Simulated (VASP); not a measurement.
Consider the following.

```yaml
crystal:
  lattice:
    - [3.96349, 0.00000, 0.00000]
    - [0.00000, 3.96349, 0.00000]
    - [0.00000, 0.00000, 3.96349]
  atoms:
    - { symbol: Ti, position: [0.00000, 0.00000, 0.00000] }
    - { symbol: Pt, position: [0.00000, 0.50000, 0.50000] }
    - { symbol: Pt, position: [0.50000, 0.00000, 0.50000] }
    - { symbol: Pt, position: [0.50000, 0.50000, 0.00000] }
```

The numbers are results of revPBE GGA, VASP's PBE PAW potentials (set 64) (plane waves; VASP), not measurements. Numerical set-up: 520 eV cut-off, 7×7×7 Γ-centred mesh, first-order Methfessel-Paxton smearing of 0.10 eV, potentials Ti_sv Pt.

Unless said otherwise, spin-orbit coupling is left out, though it shifts the bands of the heavy elements here.

### Question
Predict the energy per atom (σ→0), band gap (on the k-mesh) with the smallest direct gap where there is one.

### Answer

```json
{
  "band gap (on the k-mesh)": "none (metal, semimetal or under 0.01 eV)",
  "energy per atom (σ→0)": "-6.908 eV/atom"
}
```

Total energies compare only between runs with the same potentials, cut-off and functional.

The compound is Pt3Ti in the L1_2 structure. It was relaxed first. The start is the result of an earlier pass.
